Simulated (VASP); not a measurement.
Wanted: the native input for a VASP 6.6.1 run.

| Item | Value |
| --- | --- |
| Task | single point |
| Functional | LDA |
| Potentials or basis | VASP PAW LDA potentials, release 64 (Ca_sv, C) |
| Cutoff | 520 eV |
| k mesh | 9 × 9 × 9 |
| Occupations | gaussian, width 0.01 eV |
| Spin | no spin polarisation |
| Dipole correction | no |
| Further INCAR settings | ALGO = Fast; EDIFF = 1e-07; NBANDS = 16 |

The structure of CaC2 lies in POSCAR:

```
CaC2
1.0
    1.8851418975      1.0883871819      3.8525105244
   -1.8851418975      1.0883871819      3.8525105244
    0.0000000000     -2.1767743639      3.8525105244
Ca C
1 2
Direct
    0.0000000000      0.0000000000      0.0000000000
    0.5538702772      0.5538702772      0.5538702772
    0.4461297228      0.4461297228      0.4461297228
```

The cell comes from a database or a generator and needn't be the stable form of this composition.

The cell isn't the ideal one: cell and atoms relaxed tightly for response.

The input as run:

INCAR

```
ALGO = Fast
EDIFF = 1E-7
ENCUT = 520
ISIF = 2
ISMEAR = 0
LASPH = T
LCHARG = F
LREAL = F
LWAVE = F
NBANDS = 16
NELM = 100
PREC = Accurate
SIGMA = 0.01
```

KPOINTS

```
k-points
0
Gamma
  9 9 9
```

Potentials or basis: VASP PAW LDA potentials, release 64 (Ca_sv, C).

Launch:

```console
$ cat potpaw_LDA.64/Ca_sv/POTCAR potpaw_LDA.64/C/POTCAR > POTCAR
$ mpirun -np 1 vasp_std > vasp.out
```

It gave:

| Property | Result |
| --- | --- |
| Pressure | 0.4 GPa |
| Largest force | 0.088 eV/Å |
| Band gap on the k mesh | 2.51 eV, indirect (least direct gap 3.79 eV) |

Caveat: the standard files for N, O and F lose accuracy on very short bonds; an odd mesh through Γ misses points on the zone boundary, where band edges often lie.

It took 79 s on 1 thread of Intel(R) Xeon(R) 6975P-C (Granite Rapids), on a shared host, peak memory 0.21 GiB.
